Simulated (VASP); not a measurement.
Given:

```
CELL_PARAMETERS angstrom
     11.56740     0.00000     0.00000
      0.00000    11.56740     0.00000
      0.00000     0.00000    11.56740
ATOMIC_POSITIONS crystal
  Ge 0.50006 0.00013 0.00014
  Ge 0.62640 0.12545 0.12577
  Ge 0.75004 0.24976 0.99961
  Ge 0.87462 0.37344 0.12553
  Ge 0.75003 0.99929 0.25010
  Ge 0.87460 0.12544 0.37350
  Ge 0.00000 0.99999 0.99997
  Ge 0.12470 0.12468 0.12471
  Ge 0.25011 0.25001 0.00089
  Ge 0.37569 0.37555 0.12555
  Ge 0.49997 0.49998 0.00008
  Ge 0.62448 0.62446 0.12528
  Ge 0.75002 0.75011 0.00064
  Ge 0.87530 0.87536 0.12469
  Ge 0.25017 0.00101 0.25016
  Ge 0.37574 0.12575 0.37569
  Ge 0.50032 0.25174 0.25167
  Ge 0.62052 0.38031 0.38009
  Ge 0.74880 0.50015 0.25138
  Ge 0.87462 0.62458 0.37567
  Ge 0.50002 0.00010 0.49995
  Ge 0.62439 0.12541 0.62437
  Ge 0.74874 0.25146 0.50011
  Ge 0.87487 0.37541 0.62452
  Ge 0.74995 0.00072 0.74993
  Ge 0.87529 0.12462 0.87530
  Ge 0.99996 0.50004 0.00021
  Ge 0.12536 0.62650 0.12558
  Ge 0.24980 0.75024 0.99962
  Ge 0.37349 0.87481 0.12550
  Ge 0.00081 0.25005 0.25008
  Ge 0.12552 0.37561 0.37555
  Ge 0.25151 0.50019 0.25143
  Ge 0.37980 0.62053 0.37975
  Ge 0.50008 0.74875 0.25135
  Ge 0.62455 0.87455 0.37573
  Ge 0.99991 0.00000 0.50006
  Ge 0.12546 0.12531 0.62641
  Ge 0.25136 0.25152 0.50025
  Ge 0.37903 0.37978 0.62151
  Ge 0.62040 0.62006 0.62130
  Ge 0.74849 0.74840 0.50041
  Ge 0.87441 0.87460 0.62643
  Ge 0.24995 0.99938 0.75003
  Ge 0.37345 0.12531 0.87471
  Ge 0.50002 0.25124 0.74897
  Ge 0.62454 0.37533 0.87490
  Ge 0.74898 0.49972 0.74911
  Ge 0.87475 0.62658 0.87472
  Ge 0.99931 0.75012 0.25007
  Ge 0.12543 0.87480 0.37346
  Ge 0.00002 0.49999 0.49993
  Ge 0.12517 0.62459 0.62437
  Ge 0.25134 0.74881 0.50003
  Ge 0.37558 0.87476 0.62447
  Ge 0.99950 0.24978 0.75009
  Ge 0.12523 0.37337 0.87494
  Ge 0.25076 0.50039 0.74929
  Ge 0.37538 0.62467 0.87497
  Ge 0.49991 0.74880 0.74898
  Ge 0.62652 0.87478 0.87468
  Ge 0.00053 0.75021 0.74996
  Ge 0.12466 0.87535 0.87527
  Cu 0.49938 0.50009 0.50085
```
Cell charge +1.

The numbers are results of HSE06 screened hybrid, VASP's PBE PAW potentials (set 64) (plane waves; VASP), not measurements. Settings: PREC = Normal, LREAL = Auto, ISYM = 0, NELECT = 262.0, EDIFF = 1E-5, 400 eV cut-off, 1×1×1 Γ-centred mesh, Gaussian smearing of 0.050 eV, potentials Ge Cu.

The cell is charged, with a uniform compensating background. The supercell is sampled at Γ alone, which is coarse: total energies, pressure and levels can be off, energies of defects by several tenths of an eV.

### Question
What does the run give for the energy per atom (σ→0), largest force?

### Answer

```json
{
 "energy per atom (σ→0)": "-5.218 eV/atom",
 "largest_force": "0.379 eV/Å"
}
```

Total energies compare only between runs with the same potentials, cut-off and functional.

The cell is a supercell with a defect, built from Ge (diamond): Cu_Ge, charge +1. The cell's shape comes from a PBE relaxation. The run is not spin-polarised, so no state with unpaired spins was tried.
